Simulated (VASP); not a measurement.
An input for Ansatz (written as the equivalent of a VASP run, and not itself run):

Ansatz 0.2 input:
```yaml
crystal:
  lattice:
    - [2.8518000, 0.0000000, 0.0000000]
    - [0.0000000, 2.8518000, 0.0000000]
    - [0.0000000, 0.0000000, 2.8518000]
  atoms:
    - { symbol: Al, position: [0.4922900, 0.5006810, 0.5052760] }
    - { symbol: Fe, position: [0.0077100, -0.0006810, -0.0052760] }
kpoints:
  mp_grid: { grid: [10, 10, 10] }
hamiltonian:
  xc: pbe
  pseudopotentials: { kind: paw }
scf:
  occupations: { method: gaussian, width: 0.136 }
  max_iter: 100
output: { forces: true, stress: true, eigenvalues: true }
```

Translate this input to VASP (INCAR, KPOINTS, POSCAR, choice of POTCAR).

This is not unique; one that fits is 
INCAR:
```
ALGO=Normal
EDIFF=1E-6
ENCUT=300
GGA=PE
ISIF=2
ISMEAR=0
LASPH=.TRUE.
LCHARG=.FALSE.
LMAXMIX=4
LREAL=.FALSE.
LWAVE=.FALSE.
NELM=100
PREC=Accurate
SIGMA=0.136
SYSTEM=FeAl
```

### POSCAR
```
FeAl
1.0
  2.8518000000   0.0000000000   0.0000000000
  0.0000000000   2.8518000000   0.0000000000
  0.0000000000   0.0000000000   2.8518000000
Al Fe
1 1
Cart
  1.4039126220   1.4278420758   1.4409460968
  0.0219873780  -0.0019420758  -0.0150460968
```

KPOINTS:
```
Automatic
0
Gamma
  10 10 10
0 0 0
```

POTCAR, in this order: Al Fe (PBE.64 set). Program: vasp_std.

Limits of the translation: each code has its own PAW files, so the cut-off isn't converted (ENCUT is set for VASP's; basis.ecutwfc is left out, and Ansatz then takes the one that its files recommend); Ansatz stops its SCF on the density residual and VASP on the energy change (EDIFF).

The structure is a typed FeAl crystal. The cell was not relaxed at this level, atoms are displaced from their ideal sites.
